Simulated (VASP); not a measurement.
Given:

```yaml
crystal:
  lattice:
    - [0.00000, 2.64932, 2.64932]
    - [2.64932, 0.00000, 2.64932]
    - [2.64932, 2.64932, 0.00000]
  atoms:
    - { symbol: Cu, position: [0.00000, 0.00000, 0.00000] }
    - { symbol: Cl, position: [0.25000, 0.25000, 0.25000] }
```

Calculation: PBEsol GGA, VASP's PBE PAW potentials (set 64) (plane waves; VASP 6.6.1). Run with 520 eV cut-off, Gaussian smearing of 0.050 eV, potentials Cu Cl.

Task: Predict the band gap (along the path) with the smallest direct gap where there is one.

Result: 
band gap (along the path): 0.55 eV
smallest direct gap (along the path): 0.55 eV

The absolute energy has meaning only against runs of the same code, potentials and settings.

The compound is CuCl in the zinc blende structure. It was relaxed first, which changed the volume by -6 %.
